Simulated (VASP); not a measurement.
Runs of VASP 6.6.1 on MgO (Periclase). It takes space group Fm-3m (No. 225, cubic). The conventional cell has a = 4.208 Å, b = 4.208 Å, c = 4.208 Å, α = 90.00°, β = 90.00°, γ = 90.00°. Mg (site symmetry m-3m) has 6 O at 2.10 Å as nearest neighbours. Around O (site symmetry m-3m) lie 6 Mg at 2.10 Å. 

```tsv
task	level	potentials or basis	cell	cutoff (eV)	gap on the mesh (eV)	pressure (GPa)
band structure	TB-mBJ	VASP PAW PBE potentials, release 64 (Mg, O)	Fm-3m, 9.31 Å³/atom	520	6.80	-
band structure	r2SCAN	VASP PAW PBE potentials, release 64 (Mg, O)	Fm-3m, 9.31 Å³/atom	520	5.63	-1.6
relaxation of cell and atoms	PBEsol	VASP PAW PBE potentials, release 64 (Mg, O)	relaxed	600	(b)	0.0
band structure	LDA	VASP PAW LDA potentials, release 64 (Mg, O)	Fm-3m, 9.31 Å³/atom	520	(a)	-7.3
```

Alike in all rows: no spin polarisation; k mesh 12 × 12 × 12; smearing gaussian 0.03 eV.

Q: Fill in the values left out.

A: (a) 4.69; (b) 4.66.

Caveats: the PAW data sets were made with another functional, which shifts forces and pressure a little (some runs).

A k mesh can miss the band edges.

Runs at the PBE level aren't shown here.
